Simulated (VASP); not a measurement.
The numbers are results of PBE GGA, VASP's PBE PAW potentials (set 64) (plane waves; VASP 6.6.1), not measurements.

The input files of a VASP run:

File POSCAR:
```
I
1
    4.8819680000     0.0000000000     0.0000000000
    0.0000000000     9.9779680000     0.0000000000
    0.0000000000     0.0000000000    15.6350090000
I
8
Direct
  0.8460000000   0.8830000000   0.6162460000
  0.6540000000   0.3830000000   0.6162460000
  0.3460000000   0.6170000000   0.6162460000
  0.1540000000   0.1170000000   0.6162460000
  0.3460000000   0.8830000000   0.3837540000
  0.1540000000   0.3830000000   0.3837540000
  0.8460000000   0.6170000000   0.3837540000
  0.6540000000   0.1170000000   0.3837540000
```

### INCAR
```
SYSTEM = I
PREC = Accurate
ENCUT = 300
EDIFF = 1E-6
NELM = 100
ALGO = Normal
LREAL = .FALSE.
LASPH = .TRUE.
ISMEAR = 0
SIGMA = 0.272
GGA = PE
LMAXMIX = 4
LWAVE = .FALSE.
LCHARG = .FALSE.
ISIF = 2
LDIPOL = .TRUE.
IDIPOL = 3
DIPOL = 0.5 0.5 0.5
```

**KPOINTS**
```
Automatic mesh
0
Gamma
7 4 1
0 0 0
```

POTCAR, in this order: I (PBE.64 set). Program: vasp_std.

Output

OSZICAR:
```
       N       E                     dE             d eps       ncg     rms          rms(c)
DAV:   1     0.366102709123E+03    0.36610E+03   -0.13572E+04   792   0.798E+02
DAV:   2     0.394042845679E+02   -0.32670E+03   -0.32330E+03  1166   0.171E+02
DAV:   3    -0.107053931011E+02   -0.50110E+02   -0.49986E+02   971   0.768E+01
DAV:   4    -0.124286043881E+02   -0.17232E+01   -0.17203E+01   912   0.182E+01
DAV:   5    -0.124616270540E+02   -0.33023E-01   -0.33020E-01   938   0.305E+00    0.114E+01
DAV:   6    -0.120855607412E+02    0.37607E+00   -0.33829E-01   817   0.237E+00    0.788E+00
DAV:   7    -0.119785696758E+02    0.10699E+00   -0.86116E-01   806   0.378E+00    0.101E+00
DAV:   8    -0.119552485862E+02    0.23321E-01   -0.12126E-01   802   0.147E+00    0.416E-01
DAV:   9    -0.119556682882E+02   -0.41970E-03   -0.36502E-03   908   0.286E-01    0.227E-01
DAV:  10    -0.119561994734E+02   -0.53119E-03   -0.55995E-04   822   0.106E-01    0.859E-02
DAV:  11    -0.119563869657E+02   -0.18749E-03   -0.12685E-04   814   0.471E-02    0.256E-02
DAV:  12    -0.119566170723E+02   -0.23011E-03   -0.93529E-05   808   0.382E-02    0.147E-02
DAV:  13    -0.119568143499E+02   -0.19728E-03   -0.74559E-05   821   0.298E-02    0.221E-02
DAV:  14    -0.119568867904E+02   -0.72441E-04   -0.23402E-05   733   0.158E-02    0.988E-03
DAV:  15    -0.119569092867E+02   -0.22496E-04   -0.86232E-06   824   0.118E-02    0.675E-03
DAV:  16    -0.119569296089E+02   -0.20322E-04   -0.55324E-06   709   0.844E-03    0.530E-03
DAV:  17    -0.119569322443E+02   -0.26354E-05   -0.55432E-07   426   0.347E-03    0.265E-03
DAV:  18    -0.119569357528E+02   -0.35085E-05   -0.78277E-07   420   0.368E-03    0.521E-04
DAV:  19    -0.119569376705E+02   -0.19177E-05   -0.21622E-07   420   0.192E-03    0.849E-04
DAV:  20    -0.119569380954E+02   -0.42488E-06   -0.36230E-08   423   0.895E-04
   1 F= -.11956938E+02 E0= -.11956567E+02  d E =-.743111E-03
```

File OUTCAR:
```
------------------------ aborting loop because EDIFF is reached ----------------------------------------
  FORCE on cell =-STRESS in cart. coord.  units (eV):
  Direction    XX          YY          ZZ          XY          YZ          ZX
  --------------------------------------------------------------------------------------
  Total       -1.6525475     -2.5660616      1.2313879      0.0000000      0.0000000      0.0000000
  in kB       -3.4763970     -5.3981195      2.5904205      0.0000000      0.0000000      0.0000000
  external PRESSURE =      -2.0946986 kB  Pullay stress =       0.0000000 kB
  volume of cell :      761.61
      direct lattice vectors                 reciprocal lattice vectors
     4.881968000  0.000000000  0.000000000     0.204835427  0.000000000  0.000000000
     0.000000000  9.977968000  0.000000000     0.000000000  0.100220806  0.000000000
     0.000000000  0.000000000 15.635009000     0.000000000  0.000000000  0.063959029
 POSITION                                       TOTAL-FORCE (eV/Angst)
 -----------------------------------------------------------------------------------
      4.13014      8.81055      9.63501         0.052956     -0.134172      0.086364
      3.19281      3.82156      9.63501        -0.052956     -0.134172      0.086364
      1.68916      6.15641      9.63501         0.052956      0.134172      0.086364
      0.75182      1.16742      9.63501        -0.052956      0.134172      0.086364
      1.68916      8.81055      6.00000         0.052956     -0.134172     -0.086364
      0.75182      3.82156      6.00000        -0.052956     -0.134172     -0.086364
      4.13014      6.15641      6.00000         0.052956      0.134172     -0.086364
      3.19281      1.16742      6.00000        -0.052956      0.134172     -0.086364
 -----------------------------------------------------------------------------------
    total drift:                                0.000000     -0.000000      0.000000
  FREE ENERGIE OF THE ION-ELECTRON SYSTEM (eV)
  ---------------------------------------------------
  free  energy   TOTEN  =       -11.9569380954 eV

  energy  without entropy=      -11.9561949844  energy(sigma->0) =      -11.95656654
```
(Selected blocks of OUTCAR.)

File OUTCAR:
```
 val. band max:       -2.3685169794   @ k =   0.0000   0.0000   0.0000

 cond. band min:      -1.1969525032   @ k =   0.0000   0.0000   0.0000


 Fermi energy:        -1.7828258280

 k-point     1 :       0.0000    0.0000    0.0000
  band No.  band energies     occupation
      1     -15.4189      2.00000
      2     -15.2631      2.00000
      3     -14.9844      2.00000
      4     -14.8739      2.00000
      5     -13.7070      2.00000
      6     -13.5824      2.00000
      7     -12.9168      2.00000
      8     -12.8971      2.00000
      9      -6.4194      2.00000
     10      -6.2768      2.00000
     11      -5.5260      2.00000
     12      -5.3675      2.00000
     13      -5.0946      2.00000
     14      -4.4435      2.00000
     15      -4.2561      2.00000
     16      -4.0240      2.00000
     17      -4.0034      2.00000
     18      -3.9952      2.00000
     19      -3.9950      2.00000
     20      -3.7873      2.00000
     21      -3.5041      2.00000
     22      -3.3765      2.00000
     23      -3.3592      2.00000
     24      -2.9478      2.00000
     25      -2.8631      2.00000
     26      -2.7520      2.00000
     27      -2.4916      1.99977
     28      -2.3685      1.99767
     29      -1.1970      0.00232
     30      -1.1486      0.00098
     31      -0.6488      0.00000
     32      -0.4659      0.00000
     33       2.7270      0.00000

 k-point     2 :       0.1429    0.0000    0.0000
  band No.  band energies     occupation
      1     -15.3768      2.00000
      2     -15.2307      2.00000
      3     -14.9770      2.00000
      4     -14.8800      2.00000
      5     -13.6781      2.00000
      6     -13.5612      2.00000
      7     -12.9664      2.00000
      8     -12.9569      2.00000
      9      -6.4269      2.00000
     10      -6.3045      2.00000
     11      -5.6444      2.00000
     12      -5.4982      2.00000
     13      -5.0270      2.00000
     14      -4.5540      2.00000
     15      -4.5276      2.00000
...
```

The cell holds a wide vacuum, so values per volume refer to the whole cell. Unless said otherwise, spin-orbit coupling is left out, though it shifts the bands of the heavy elements here.

The cell is a sheet with vacuum, built from a generated structure.
